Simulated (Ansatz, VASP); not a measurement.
**MoS2: VASP beside Ansatz**

One calculation is typed for both programs; each brings its own data sets. How far apart do they land? The cell is taken from a series of runs on this material, whose earlier steps may have relaxed, scaled, displaced or heated it; both programs get it as it stands.

Calculated with Ansatz 0.2.0; plane waves, with VASP 6.6.1 beside it; zone-centre phonons at PBE with D3(BJ).

## Step 1: The structure

The structure is hexagonal, space group P6_3/mmc (No. 194). Conventional cell: a = 3.145 Å, b = 3.145 Å, c = 12.004 Å, α = 90.00°, β = 90.00°, γ = 120.00°. Nearest to S lie 3 Mo at 2.40 Å. Nearest to Mo lie 6 S at 2.40 Å. Farther neighbours and most contacts between anions are not listed.

## Step 2: Ansatz: zone-centre phonons, PBE with D3(BJ)

Ansatz runs on its PAW soft_1 files.

Second derivatives magnify differences that forces hide, and they need a tight electronic threshold.

The input, input.yaml:

```yaml
crystal:
  lattice:
    - [3.1447060422, 0.0, 0.0]
    - [-1.5723530211, 2.72339532, 0.0]
    - [0.0, 0.0, 12.0043891741]
  atoms:
    - { symbol: S, position: [0.3333333333, 0.6666666667, 0.6195319735] }
    - { symbol: S, position: [0.6666666667, 0.3333333333, 0.1195319735] }
    - { symbol: S, position: [0.3333333333, 0.6666666667, 0.8804680265] }
    - { symbol: S, position: [0.6666666667, 0.3333333333, 0.3804680265] }
    - { symbol: Mo, position: [0.3333333333, 0.6666666667, 0.25] }
    - { symbol: Mo, position: [0.6666666667, 0.3333333333, 0.75] }
kpoints:
  mp_grid: { grid: [12, 12, 4] }
hamiltonian:
  xc: pbe
  dispersion: d3bj
  pseudopotentials: { kind: paw, azcp: { folder: soft_1 } }
scf:
  occupations: { method: fixed }
output:
  eigenvalues: true
phonons:
  method: dfpt
  dielectric: true
  rigid_motions: translations
```

Started as:

```
> ansatz run input.yaml --threads 4 --pin off --max-ram 16384MiB --backend cpu --events-out ev --progress --plain --runs-dir out
```

Numbers of over 12 decimals in the logs are rounded to 6 here.

The program printed:

```text
Engine: ansatz 0.2.0, aarch64-unknown-linux-gnu
Pseudopotentials: kind: paw
Pseudopotential: S, paw, valence charge 6, recommended cutoff 420 eV (normal), soft_1/S.paw.azcp
Pseudopotential: Mo, paw, valence charge 14, recommended cutoff 420 eV (normal), soft_1/Mo.paw.azcp
Functional definition: PBE
  parameter kappa = 0.804
  parameter beta = 0.066725
  exchange = pbe_x(kappa = kappa, mu = beta*pi^2/3)
  correlation = pbe_c(beta = beta)
Crystal: 6 atoms, lattice volume = 102.809 Å³
Basis set: ecut = 420 eV, 2009 PW (Γ), exchange–correlation on 48×48×180 points (8 copies of the dense FFT grid, shifted against one another)
Bands: 32, of which v1, the nominal top of the filled ones, is band 26 counted from 1 (25 counted from 0)
Symmetry: 24 space group operations
k-points: 164 of 576 (irreducible under 2 space group operations, time reversal used)
Non-local potential: S, projectors of the file, l = 0: 2, l = 1: 2, l = 2: 1
Non-local potential: Mo, projectors of the file, l = 0: 3, l = 1: 2, l = 2: 2, l = 3: 1
PAW form: soft (Blöchl's): semilocal exchange-correlation on the pseudo side does not see the compensation charge
PAW one-centre angular grid: S, 110 points (default); XC on 64 Gauss nodes
PAW one-centre angular grid: Mo, 590 points (default); XC on 64 Gauss nodes
Initial density: superposition of atomic densities (chi_scale 0.1, normalization cell, long waves kept (reshape's long-wave potential 0.06 eV rms))
Initial wavefunctions: pseudopotential atomic-orbital guess
Functional: x = pbe(κ = 0.804, μ = 0.219515), c = pbe(β = 0.066725)
SCF iter   1: F=—  HF=-13529.676038 eV  |F-HF|=—  |Δ(HF+E_count)|=         —  Δρ=6.14e-2  dr2=4.87e0  ethr=3.10e-3  ⟨swp⟩=5.2  Hψ=22758  notcnv=0  defer=442
preconditioner: auto → Resta (q_TF=auto, 2.435 Å⁻¹)  ε∞=8.1  [insulator: Δε(μ)=0.609 eV  Ē_g=8.256 eV  n_scr=26 (ndim 8)  ℏωp=22.0 eV  f_vac=0.000  ε∞_Penn≈8.1]
SCF iter   2: F=—  HF=-13528.535946 eV  |F-HF|=—  |Δ(HF+E_count)|=    1.14e0  Δρ=2.69e-2  dr2=1.74e0  ethr=3.10e-3  ⟨swp⟩=3.1  Hψ=11510  notcnv=0  defer=398
SCF iter   3: F=—  HF=-13528.241506 eV  |F-HF|=—  |Δ(HF+E_count)|=   2.94e-1  Δρ=1.52e-2  dr2=3.34e-1  ethr=3.10e-3  ⟨swp⟩=2.1  Hψ=6842  notcnv=0  defer=471
SCF iter   4: F=—  HF=-13528.163530 eV  |F-HF|=—  |Δ(HF+E_count)|=   7.80e-2  Δρ=3.09e-3  dr2=1.59e-2  ethr=6.43e-4  ⟨swp⟩=2.3  Hψ=8672  notcnv=0  defer=593
SCF iter   5: F=—  HF=-13528.165312 eV  |F-HF|=—  |Δ(HF+E_count)|=   1.78e-3  Δρ=8.97e-4  dr2=1.24e-3  ethr=3.05e-5  ⟨swp⟩=2.4  Hψ=8761  notcnv=0  defer=650
SCF iter   6: F=—  HF=-13528.165821 eV  |F-HF|=—  |Δ(HF+E_count)|=   5.10e-4  Δρ=3.61e-4  dr2=1.64e-4  ethr=2.39e-6  ⟨swp⟩=2.2  Hψ=9030  notcnv=0  defer=654
SCF iter   7: F=—  HF=-13528.165835 eV  |F-HF|=—  |Δ(HF+E_count)|=   1.36e-5  Δρ=5.19e-5  dr2=3.37e-6  ethr=3.16e-7  ⟨swp⟩=2.0  Hψ=7491  notcnv=0  defer=570
SCF iter   8: F=—  HF=-13528.165839 eV  |F-HF|=—  |Δ(HF+E_count)|=   3.75e-6  Δρ=1.31e-5  dr2=1.95e-7  ethr=6.48e-9  ⟨swp⟩=3.5  Hψ=12763  notcnv=0  defer=417
SCF iter   9: F=—  HF=-13528.165839 eV  |F-HF|=—  |Δ(HF+E_count)|=   1.32e-7  Δρ=2.06e-6  dr2=4.44e-9  ethr=3.74e-10  ⟨swp⟩=2.0  Hψ=7881  notcnv=0  defer=419
SCF iter  10: F=—  HF=-13528.165839 eV  |F-HF|=—  |Δ(HF+E_count)|=   6.08e-9  Δρ=5.65e-7  dr2=4.71e-10  ethr=8.54e-12  ⟨swp⟩=3.6  Hψ=12008  notcnv=0  defer=420
SCF iter  11: F=-13528.165839 eV  HF=-13528.165839 eV  |F-HF|=5.46e-12  |Δ(HF+E_count)|=  4.73e-11  Δρ=1.42e-7  dr2=2.55e-11  ethr=1.00e-12  ⟨swp⟩=15.8  Hψ=38642  notcnv=0
SCF 1 converged in 11 iterations: F = -13528.165839 eV  dr2 = 2.55e-11
  greatest PAW one-centre occupation: 0.999 electrons in one spin orbital (limit 2), on the Mo atom at site 5 (counted from 0), in its partial waves of l = 0
DFPT response loops at Γ: preconditioner auto → Resta (q_TF=auto, 2.435 Å⁻¹)  ε∞=9.0 (no band partly filled); β = 1.00, the filter's whole step (`scf.mixing.beta` (0.50) is not read by the response loops at its default; to damp them type it under 1.00, their step now; it binds the ground state too); Broyden in place of MSR1
── the response to a field inside a basis, on 12×12×4 k-points: an SCF that follows is theirs, and a resumed run solves both again ──
Bands: 27, of which v1, the nominal top of the filled ones, is band 26 counted from 1 (25 counted from 0)
k-points: 84 of 576 (irreducible under 8 space group operations)
Initial density: handed on by an earlier stage of this run
Initial wavefunctions: pseudopotential atomic-orbital guess (no wavefunctions were taken with the density)
Eigensolver: Dense (84 Hₖ)
SCF iter   1: F=—  HF=-13528.111694 eV  |F-HF|=—  |Δ(HF+E_count)|=         —  Δρ=2.31e-4  dr2=1.14e-5  ethr=1.00e-1
preconditioner: auto → Resta (q_TF=auto, 2.435 Å⁻¹)  ε∞=10.4  [insulator: Δε(μ)=0.854 eV  Ē_g=7.162 eV  n_scr=26 (ndim 8)  ℏωp=22.0 eV  f_vac=0.008  ε∞_Penn≈10.4]
SCF iter   2: F=—  HF=-13528.111704 eV  |F-HF|=—  |Δ(HF+E_count)|=   9.64e-6  Δρ=1.26e-4  dr2=3.71e-6  ethr=2.19e-8
SCF iter   3: F=—  HF=-13528.111708 eV  |F-HF|=—  |Δ(HF+E_count)|=   4.32e-6  Δρ=8.67e-6  dr2=1.12e-7  ethr=7.13e-9
SCF iter   4: F=-13528.111708 eV  HF=-13528.111708 eV  |F-HF|=3.86e-8  |Δ(HF+E_count)|=   1.12e-8  Δρ=5.83e-6  dr2=5.42e-8  ethr=2.15e-10
SCF 1 converged in 4 iterations: F = -13528.111708 eV  dr2 = 5.42e-8
DFPT response loops at Γ: preconditioner auto → Resta (q_TF=auto, 2.435 Å⁻¹)  ε∞=8.4 (no band partly filled); β = 1.00, the filter's whole step (`scf.mixing.beta` (0.50) is not read by the response loops at its default; to damp them type it under 1.00, their step now; it binds the ground state too); Broyden in place of MSR1
SCF converged after 11 iterations
Free energy (F): -13528.165839 eV
Harris-Foulkes:  -13528.165839 eV  (|F-HF|=5.46e-12)
Internal energy: -13528.165839 eV  (E = F + TS)
E sigma→0 (E₀):  -13528.165839 eV
Fermi energy:    11.659596 eV
--- Per-component energies (eV) ---
  E_band       = -278.569937
  E_kinetic    = 1271.436286
  E_local      = -3693.180245  (includes V_loc(G=0)·N_el)
  E_nonlocal   = 433.974790
  E_hartree    = 1419.799911
  E_xc         = -710.119690
  E_vxc        = -773.173775  (∫ρ·V_xc dr)
  E_paw        = -8857.363434  (= ΣΔE_a)
  E_vpaw       = -357.226866  (= ΣTr[D̂ρ^β])
  E_aug_tail   = 0.000090  (compensation charges beyond the density's cutoff)
  E_ewald      = -3390.060215
  E_disp       = -2.653330  (pairwise vdW)
  E_smearing   = -0.000000  (= −TS)
  E_closure    = 0.000000  (closes the sum)
  Σ components = -13528.165839   (vs F -13528.165839, Δ=0.00e0)
--- Band table (eV; the first three rows and the last of 164) ---
  k-point 0: bands = [... 22 lower, 9.4784, 10.3276, 10.5882, 11.6596, 13.7212, 13.7212, 13.7600, 13.7600, ... 2 higher]
  k-point 1: bands = [... 22 lower, 9.4685, 9.7302, 11.0295, 11.5972, 13.7206, 13.7206, 13.7400, 13.7400, ... 2 higher]
  k-point 2: bands = [... 22 lower, 9.4446, 9.4446, 11.3963, 11.3963, 13.7236, 13.7236, 13.7236, 13.7236, ... 2 higher]
  k-point 163: bands = [... 22 lower, 9.1803, 9.1803, 10.3835, 10.3835, 13.0847, 13.0847, 13.7174, 13.7174, ... 2 higher]
--- Phonons (Γ-DFPT): 4 representative perturbations + reference, on 164 of 576 k-points (Σ response iterations 12) ---
  k mesh reduced under 2 symmetry operations, with k and −k counted as one. Each operation leaves every solved perturbation unchanged. A smaller set is not considered because the run solves the response to a homogeneous field
  ASR residual: 1.055e-4 → 0.000e0 eV/Å²; symmetrization residual: 5.330e-6 eV/Å²
  pairwise dispersion correction: d3bj (s6 = 1.0, s8 = 0.7875, a1 = 0.4289, a2_bohr = 4.4407), with the weights of each atom's references fixed at the reference crystal's, and the forces and stress that the weights' published response gives there kept as a pressure on the atom's counted neighbours (hamiltonian.dispersion)
  ASR residual per site (eV/Å²): 5.15e-5 5.15e-5 5.15e-5 5.15e-5 1.05e-4 1.05e-4
  Γ frequencies (cm⁻¹): 0.00 0.00 0.00 37.93 37.93 66.87 282.04 282.04 285.57 285.57 380.97 380.97 381.32 381.32 402.43 412.39 464.32 470.52
  ε∞ (high-frequency dielectric tensor):
       15.661952     0.000000     0.000000
        0.000000    15.661952     0.000000
        0.000000     0.000000     7.429245
  ε⁰ (static dielectric tensor: ions relaxed, cell fixed):
       15.844856     0.000000     0.000000
        0.000000    15.844856    -0.000000
        0.000000    -0.000000     7.497055
  ε⁰ − ε∞ (ionic part):
        0.182904     0.000000     0.000000
        0.000000     0.182904    -0.000000
        0.000000    -0.000000     0.067810
  softest optical mode at Γ: 37.93 cm⁻¹; the repairs (sum rule, projections) moved no ω² at Γ by more than (1.12 cm⁻¹)²
  Born effective charges Z* (e; rows j = field, columns β = displacement):
    site 0:
         0.51668   -0.00000   -0.00000
         0.00000    0.51668    0.00000
        -0.00000    0.00000    0.38308
    site 1:
         0.51668   -0.00000    0.00000
         0.00000    0.51668   -0.00000
         0.00000   -0.00000    0.38308
    site 2:
         0.51668   -0.00000    0.00000
         0.00000    0.51668   -0.00000
        -0.00000   -0.00000    0.38308
    site 3:
         0.51668    0.00000   -0.00000
         0.00000    0.51668    0.00000
         0.00000    0.00000    0.38308
    site 4:
        -1.03336   -0.00000   -0.00000
        -0.00000   -1.03336    0.00000
         0.00000   -0.00000   -0.76615
    site 5:
[...]
Z* charge neutrality: 5.449e-3 e pre-enforcement
  solved inside a basis spanned on kpoints, on 12×12×4 k-points, its susceptibility summed on 16×16×4: ε∞ is read to err by 7.4e-2, Z* by 1.8e-2 e (field_mesh: kpoints solves on kpoints); Z* is corrected for what the basis lacks
  optical modes at Γ without the LO–TO term, one row a degenerate level:
      ω (cm⁻¹)  modes    IR ((D/Å)²/amu)
[...]
optical modes at Γ + LO–TO along q̂ = [1.0000, 0.0000, 0.0000]:
      ω (cm⁻¹)  modes    IR ((D/Å)²/amu)
[...]
optical modes at Γ + LO–TO along q̂ = [0.0000, 1.0000, 0.0000]:
      ω (cm⁻¹)  modes    IR ((D/Å)²/amu)
[...]
optical modes at Γ + LO–TO along q̂ = [0.0000, 0.0000, 1.0000]:
      ω (cm⁻¹)  modes    IR ((D/Å)²/amu)
[...]
282.04      2             0.0000
        285.57      2             0.0000
        380.97      2             0.0000
        381.32      2             2.5639
        402.43      1             0.0000
        412.39      1             0.0000
        466.43      1             0.7047
        470.52      1             0.0000
```

(Part 1 of 2 ends here.)

[Lines on the potential files, build, host, timing and source positions are cut from VASP's logs without a mark.]

[Logs are printed without paths, hosts, clocks, repeated set-up lines and the standing remarks that a program may print on its own settings, such as how far it seeks lower states.]

[Hosts, paths, dates, database ids (printed as entryN), source tags and the programs' standing remarks are cut or masked in the printed files.]
